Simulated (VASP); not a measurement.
Given:

```xyz
1
Lattice="-1.4734 1.4734 1.4734 1.4734 -1.4734 1.4734 1.4734 1.4734 -1.4734" Properties=species:S:1:pos:R:3 pbc="T T T"
V      0.0000     0.0000     0.0000
```

All values below come from MS2 meta-GGA, VASP's PBE PAW potentials (set 64) (plane waves; VASP 6.6.1). Numerical set-up: 520 eV cut-off, 17×17×17 Γ-centred mesh, first-order Methfessel-Paxton smearing of 0.10 eV, potentials V_sv.

Task: Give the stress tensor in GPa (positive for a compressed cell).

Result: 
```
7.18  0.00  0.00
0.00  7.18  0.00
0.00  0.00  7.18
```
The pressure is its mean diagonal, 7.18 GPa.

The compound is V in the bcc structure. This cell is one point of a volume scan, at 0.97 of the reference volume. The run is not spin-polarised, so no magnetic state was tried.
